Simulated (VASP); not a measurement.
# Lattice vibrations of BaZnSbF

How does the lattice of BaZnSbF vibrate? The start is a cell from a database of measured crystal structures.

Calculated with VASP 6.6.1; PBEsol; plane waves and PAW (Ba_sv, Sb, Zn, F).

## (1) Set-up

Symmetry: P4/nmm, No. 129, tetragonal system. Conventional cell: a = 4.438 Å, b = 4.438 Å, c = 9.779 Å, α = 90.00°, β = 90.00°, γ = 90.00°. Nearest to Ba lie 4 F at 2.66 Å. Nearest to Sb lie 4 Zn at 2.75 Å. Nearest to Zn lie 4 Sb at 2.75 Å. Nearest to F lie 4 Ba at 2.66 Å. Farther neighbours and most contacts between anions are not listed.

## (2) Relax the host

First cell and atoms are relaxed at a raised cutoff, so that later runs start from this functional's own cell.

INCAR

```
SYSTEM = BaZnSbF
PREC = Accurate
ENCUT = 520
EDIFF = 1E-06
NELM = 120
ISMEAR = 0
SIGMA = 0.05
LREAL = .FALSE.
ALGO = Normal
GGA = PS
NBANDS = 42
LORBIT = 11
LWAVE = .FALSE.
LCHARG = .FALSE.
KPAR = 4
IBRION = 2
NSW = 40
ISIF = 3
EDIFFG = -0.02
POTIM = 0.4
```

POSCAR

```
BaZnSbF
1.0
    4.4383500000      0.0000000000      0.0000000000
    0.0000000000      4.4383500000      0.0000000000
    0.0000000000      0.0000000000      9.7789100000
Ba Sb Zn F
2 2 2 2
Direct
    0.5000000000      0.0000000000      0.6492100000
    0.0000000000      0.5000000000      0.3507900000
    0.0000000000      0.5000000000      0.8339600000
    0.5000000000      0.0000000000      0.1660400000
    0.0000000000      0.0000000000      0.0000000000
    0.5000000000      0.5000000000      0.0000000000
    0.0000000000      0.0000000000      0.5000000000
    0.5000000000      0.5000000000      0.5000000000
```

KPOINTS

```
Automatic mesh
0
Gamma
4 4 2
0 0 0
```

PAW data sets: Ba_sv, Sb, Zn and F (PBE family, release 64).

The run is started by

```
mpirun -np 4 vasp_std
```

Output:

```text
[banner, memory and clock lines left out]
running    4 mpi-ranks, on    1 nodes
 distrk:  each k-point on    1 cores,    4 groups
 distr:  one band on    1 cores,    1 groups

 POSCAR found type information on POSCAR BaSbZnF
 POSCAR found :  4 types and       8 ions
|                                                                             |
|               ----> ADVICE to this user running VASP <----                  |
|                                                                             |
|     You enforced a specific xc type in the INCAR file but a different       |
|     [... a line on the potential file left out ...]
|     I HOPE YOU KNOW WHAT YOU ARE DOING!                                     |
|                                                                             |

 LDA part: xc-table for (Slater+PW92), standard interpolation
 POSCAR, INCAR and KPOINTS ok, starting setup
 FFT: planning ... GRIDC
 FFT: planning ... GRID_SOFT
 FFT: planning ... GRID
 WAVECAR not read
 entering main loop
       N       E                     dE             d eps       ncg     rms          rms(c)
DAV:   1     0.664328831963E+03    0.66433E+03   -0.29877E+04  1008   0.163E+03
DAV:   2     0.528088483182E+02   -0.61152E+03   -0.58469E+03  1134   0.391E+02
DAV:   3    -0.326966760763E+02   -0.85506E+02   -0.84908E+02  1146   0.162E+02
DAV:   4    -0.372063324219E+02   -0.45097E+01   -0.44984E+01  1416   0.312E+01
DAV:   5    -0.373191079559E+02   -0.11278E+00   -0.11272E+00  1462   0.474E+00    0.103E+01
DAV:   6    -0.346833199542E+02    0.26358E+01   -0.12004E+01  1280   0.354E+01    0.618E+00
DAV:   7    -0.346813445896E+02    0.19754E-02   -0.17147E+00  1186   0.821E+00    0.350E+00
DAV:   8    -0.346465106624E+02    0.34834E-01   -0.16866E-01  1206   0.222E+00    0.858E-01
DAV:   9    -0.346430467239E+02    0.34639E-02   -0.36515E-02  1392   0.908E-01    0.178E-01
DAV:  10    -0.346439576679E+02   -0.91094E-03   -0.50720E-03  1228   0.415E-01    0.895E-02
DAV:  11    -0.346442625895E+02   -0.30492E-03   -0.74086E-04  1316   0.184E-01    0.292E-02
DAV:  12    -0.346442945603E+02   -0.31971E-04   -0.14562E-04  1316   0.560E-02    0.908E-03
DAV:  13    -0.346442967645E+02   -0.22041E-05   -0.12650E-05  1186   0.180E-02    0.327E-03
DAV:  14    -0.346442967749E+02   -0.10446E-07   -0.10475E-06   852   0.625E-03
   1 F= -.34644297E+02 E0= -.34642567E+02  d E =-.346443E+02
 curvature:   0.00 expect dE= 0.000E+00 dE for cont linesearch  0.000E+00
 trial: gam= 0.00000 g(F)=  0.180E-02 g(S)=  0.155E-01 ort = 0.000E+00 (trialstep = 0.100E+01)
 search vector abs. value=  0.173E-01
 bond charge predicted
       N       E                     dE             d eps       ncg     rms          rms(c)
DAV:   1    -0.347842053583E+02   -0.13991E+00   -0.24928E+00  1110   0.132E+01    0.264E+00
DAV:   2    -0.346720936300E+02    0.11211E+00   -0.59503E-01  1180   0.831E+00    0.782E-01
DAV:   3    -0.346598596679E+02    0.12234E-01   -0.22469E-02  1192   0.122E+00    0.419E-01
DAV:   4    -0.346556170977E+02    0.42426E-02   -0.13255E-02  1344   0.535E-01    0.109E-01
DAV:   5    -0.346555823312E+02    0.34767E-04   -0.96279E-04  1260   0.171E-01    0.788E-02
DAV:   6    -0.346555515072E+02    0.30824E-04   -0.22232E-04  1296   0.953E-02    0.236E-02
DAV:   7    -0.346555575570E+02   -0.60498E-05   -0.56706E-05  1224   0.415E-02    0.107E-02
DAV:   8    -0.346555577154E+02   -0.15837E-06   -0.28999E-06  1014   0.101E-02
   2 F= -.34655558E+02 E0= -.34653832E+02  d E =-.112609E-01
[... from here on, the cycles between the ionic steps are left out ...]
   3 F= -.34656547E+02 E0= -.34654822E+02  d E =-.122497E-01
   4 F= -.34661111E+02 E0= -.34659390E+02  d E =-.456467E-02
   5 F= -.34665644E+02 E0= -.34663935E+02  d E =-.909715E-02
   6 F= -.34665831E+02 E0= -.34664120E+02  d E =-.928462E-02
   7 F= -.34666438E+02 E0= -.34664730E+02  d E =-.606791E-03
   8 F= -.34666590E+02 E0= -.34664883E+02  d E =-.758578E-03
   9 F= -.34666622E+02 E0= -.34664917E+02  d E =-.790389E-03
  10 F= -.34666650E+02 E0= -.34664944E+02  d E =-.818510E-03
 curvature:  -1.55 expect dE=-0.670E-03 dE for cont linesearch -0.132E-05
 trial: gam= 0.80004 g(F)=  0.137E-03 g(S)=  0.297E-03 ort = 0.239E-04 (trialstep = 0.141E+01)
 search vector abs. value=  0.898E-03
 bond charge predicted
       N       E                     dE             d eps       ncg     rms          rms(c)
DAV:   1    -0.346685632819E+02   -0.19134E-02   -0.84574E-02  1010   0.178E+00    0.297E-01
DAV:   2    -0.346674762342E+02    0.10870E-02   -0.56799E-03  1192   0.759E-01    0.145E-01
DAV:   3    -0.346671419918E+02    0.33424E-03   -0.37560E-04  1196   0.162E-01    0.671E-02
DAV:   4    -0.346670591776E+02    0.82814E-04   -0.16515E-04  1286   0.840E-02    0.118E-02
DAV:   5    -0.346670591875E+02   -0.99762E-08   -0.29003E-05  1178   0.349E-02    0.697E-03
DAV:   6    -0.346670584769E+02    0.71059E-06   -0.28364E-06  1062   0.101E-02
  11 F= -.34667058E+02 E0= -.34665354E+02  d E =-.408840E-03
 trial-energy change:   -0.000409  1 .order   -0.000418   -0.000638   -0.000198
 step:   2.1919(harm=  2.0444)  dis= 0.00629  next Energy=   -34.667112 (dE=-0.462E-03)
 reached required accuracy - stopping structural energy minimisation
```

Wall time 3.8 min (4 MPI ranks of AMD EPYC 7R43, shared host); peak memory 1.4 GiB.

Lines that name or quote the potential files are left out of all logs, and their timing lines are given in words.

OUTCAR, selected parts (step 2):

```text
ion  position               nearest neighbor table
   1  0.500  0.000  0.649-   7 2.66   8 2.66   8 2.66   7 2.66   3 3.62   3 3.62   3 3.62   3 3.62
                             2 4.29   2 4.29   2 4.29   2 4.29
   2  0.000  0.500  0.351-   7 2.66   8 2.66   7 2.66   8 2.66   4 3.62   4 3.62   4 3.62   4 3.62
                             1 4.29   1 4.29   1 4.29   1 4.29
   3  0.000  0.500  0.834-   5 2.75   6 2.75   5 2.75   6 2.75   1 3.62   1 3.62   1 3.62   1 3.62

  LATTYP: Found a simple tetragonal cell.
 ALAT       =     4.4383500000
 C/A-ratio  =     2.2032759922

 Subroutine GETGRP returns: Found 16 space group operations
 (whereof  8 operations were pure point group operations)

The static configuration has the point symmetry D_2d.
 The point group associated with its full space group is D_4h.

 Found     12 irreducible k-points:

   k-points           NKPTS =     12   k-points in BZ     NKDIM =     12   number of bands    NBANDS=     42

   dimension x,y,z NGX =    36 NGY =   36 NGZ =   80
   dimension x,y,z NGXF=    72 NGYF=   72 NGZF=  160

   ENCUT  =  520.0 eV  38.22 Ry    6.18 a.u.   8.25  8.25 18.18*2*pi/ulx,y,z

   NELECT =      68.0000    total number of electrons

 k-points in reciprocal lattice and weights: Automatic mesh
   0.00000000  0.00000000  0.00000000       0.031
   0.25000000  0.00000000  0.00000000       0.125
   0.50000000  0.00000000  0.00000000       0.062
   0.25000000  0.25000000  0.00000000       0.125
   0.50000000  0.25000000  0.00000000       0.125
   0.50000000  0.50000000  0.00000000       0.031
   0.00000000  0.00000000  0.50000000       0.031
   0.25000000  0.00000000  0.50000000       0.125
   0.50000000  0.00000000  0.50000000       0.062
   0.25000000  0.25000000  0.50000000       0.125
   0.50000000  0.25000000  0.50000000       0.125
   0.50000000  0.50000000  0.50000000       0.031

 average (electrostatic) potential at core
       1 -35.7060       2 -35.7060       3 -87.6645       4 -87.6645       5 -35.4015
       6 -35.4015       7 -76.1013       8 -76.1013

 E-fermi :   4.0341

 k-point     1 :       0.0000    0.0000    0.0000
  band No.  band energies     occupation
    ...
     31       1.9067      2.00000
     32       3.3458      2.00000
     33       3.4269      2.00000
     34       4.0433      0.79423
     35       4.0433      0.79423
     36       5.2179      0.00000
     37       5.9646      0.00000
     38       6.1402      0.00000
     39       6.8470      0.00000
     40       7.9645      0.00000
    ...

 k-point     2 :       0.2500    0.0000    0.0000
  band No.  band energies     occupation
    ...
     30       0.1505      2.00000
     31       2.2735      2.00000
     32       2.5124      2.00000
     33       3.3062      2.00000
     34       3.8014      2.00000
     35       4.6813      0.00000
     36       6.1470      0.00000
     37       6.2689      0.00000
     38       7.0635      0.00000
     39       7.3353      0.00000
    ...

 k-point     3 :       0.5000    0.0000    0.0000
  band No.  band energies     occupation
    ...
     30      -0.5281      2.00000
     31       2.7164      2.00000
     32       2.7164      2.00000
     33       3.1033      2.00000
     34       3.1033      2.00000
     35       5.4572      0.00000
     36       5.4572      0.00000
     37       6.3554      0.00000
     38       6.3554      0.00000
     39       7.0574      0.00000
    ...

  Total        0.0356282      0.0356282      0.0058622      0.0000000      0.0000000      0.0000000
  in kB        0.3035458      0.3035458      0.0499446      0.0000000      0.0000000      0.0000000
  external PRESSURE =       0.2190121 kB  Pullay stress =       0.0000000 kB

  energy-cutoff  :      520.00
  volume of cell :      188.05
      direct lattice vectors                 reciprocal lattice vectors
     4.446011248  0.000000000 -0.000000000     0.224920709  0.000000000  0.000000000
     0.000000000  4.446011248  0.000000000     0.000000000  0.224920709  0.000000000
    -0.000000000  0.000000000  9.513473392     0.000000000  0.000000000  0.105114080

 POSITION                                       TOTAL-FORCE (eV/Angst)
 -----------------------------------------------------------------------------------
      2.22301      0.00000      6.20921         0.000000      0.000000     -0.018906
      4.44601      2.22301      3.30426        -0.000000     -0.000000      0.018906
      4.44601      2.22301      7.91997         0.000000      0.000000     -0.007479
      2.22301      0.00000      1.59350        -0.000000     -0.000000      0.007479
      4.44601      0.00000      0.00000        -0.000000     -0.000000      0.000000
      2.22301      2.22301      0.00000        -0.000000      0.000000      0.000000
      4.44601      0.00000      4.75674        -0.000000      0.000000      0.000000
      2.22301      2.22301      4.75674         0.000000     -0.000000      0.000000
 -----------------------------------------------------------------------------------
    total drift:                                0.000000      0.000000      0.000000

  FREE ENERGIE OF THE ION-ELECTRON SYSTEM (eV)
  ---------------------------------------------------
  free  energy   TOTEN  =       -34.6670584769 eV

  energy  without entropy=      -34.6636502129  energy(sigma->0) =      -34.66535434

 reached required accuracy - stopping structural energy minimisation

 total charge
# of ion       s       p       d       tot
------------------------------------------
    1        1.999   5.605   0.276   7.881
    2        1.999   5.605   0.276   7.881
    3        1.125   1.382   0.019   2.526
    4        1.125   1.382   0.019   2.526
    5        0.566   0.415   9.744  10.725
    6        0.566   0.415   9.744  10.725
    7        1.733   4.342   0.000   6.075
    8        1.733   4.342   0.000   6.075
--------------------------------------------------
tot         10.849  23.488  20.077  54.414

[... 3 further parts left out ...]
```

The k-mesh is coarse for a metal. Harder data sets than Ba_sv exist (the GW ones), and pressures, volumes and forces can shift noticeably with them. The PAW data sets were made with PBE, which is usual practice but a small mismatch for other functionals. The run keeps the 16 symmetry operations of its start, so it cannot find a distortion of lower symmetry.

Step by step:

| step | energy less that of the first step (eV) | largest force (eV/Å) | pressure (GPa) | volume (Å³) |
| --- | --- | --- | --- | --- |
| 1 | 0.0000 | 0.1391 | -0.80 | 192.63 |
| 2 | -0.0113 | 0.1620 | -0.07 | 189.97 |
| 3 | -0.0123 | 0.1700 | 0.17 | 189.08 |
| 4 | -0.0168 | 0.1074 | 0.09 | 188.99 |
| 5 | -0.0213 | 0.0734 | -0.12 | 188.69 |
| 6 | -0.0215 | 0.0443 | -0.09 | 188.74 |
| 7 | -0.0221 | 0.0376 | 0.04 | 188.28 |
| 8 | -0.0223 | 0.0365 | 0.08 | 188.06 |
| 9 | -0.0223 | 0.0338 | 0.19 | 187.62 |
| 10 | -0.0224 | 0.0353 | 0.12 | 187.85 |
| 11 | -0.0228 | 0.0189 | 0.02 | 188.05 |

| conventional cell, symmetrised | before | after | change |
| --- | --- | --- | --- |
| a (Å) | 4.438 | 4.446 | +0.2 % |
| b (Å) | 4.438 | 4.446 | +0.2 % |
| c (Å) | 9.779 | 9.513 | -2.7 % |
| volume (Å³/atom) | 24.08 | 23.51 | -2.4 % |

The atoms that moved most (Å, as changes of fractional coordinates times the final cell):

| atom | dx | dy | dz | length |
| --- | --- | --- | --- | --- |
| Ba1 | 0.000 | 0.000 | 0.033 | 0.033 |
| Ba2 | 0.000 | 0.000 | -0.033 | 0.033 |
| Sb4 | 0.000 | 0.000 | 0.014 | 0.014 |
| Sb3 | 0.000 | 0.000 | -0.014 | 0.014 |

The relaxed structure:

```xyz
8
Lattice="4.4460 0.0000 0.0000 0.0000 4.4460 0.0000 0.0000 0.0000 9.5135" Properties=species:S:1:pos:R:3 pbc="T T T"
Ba    2.2230    0.0000    6.2092
Ba    0.0000    2.2230    3.3043
Sb    0.0000    2.2230    7.9200
Sb    2.2230    0.0000    1.5935
Zn    0.0000    0.0000    0.0000
Zn    2.2230    2.2230    0.0000
F     0.0000    0.0000    4.7567
F     2.2230    2.2230    4.7567
```

Numbers from this step:

| Quantity | Value |
| --- | --- |
| electronic cycles | 81 |
| electrons | 68 |
| free energy (TOTEN) | -34.67 eV |
| energy at zero smearing | -34.67 eV |
| Fermi energy | 4.034 eV |
| pressure | 0.02190 GPa |
| labelled metallic, from the levels on this mesh | yes |

The run ended after 11 ionic steps, 0.023 eV below its first step, once forces and stress met EDIFFG = -0.02.

Semilocal functionals make gaps too small and can close small ones, so a metal at this level may be a semiconductor in fact.

(Part 1 of 3 ends here.)

[Lines on the potential files, build, host, timing and source positions are cut from VASP's logs without a mark.]

[Logs are printed without paths, hosts, clocks, repeated set-up lines and the standing remarks that a program may print on its own settings, such as how far it seeks lower states.]

[Hosts, paths, dates, database ids (printed as entryN), source tags and the programs' standing remarks are cut or masked in the printed files.]

[Runs that stopped without an error message from VASP are left out.]
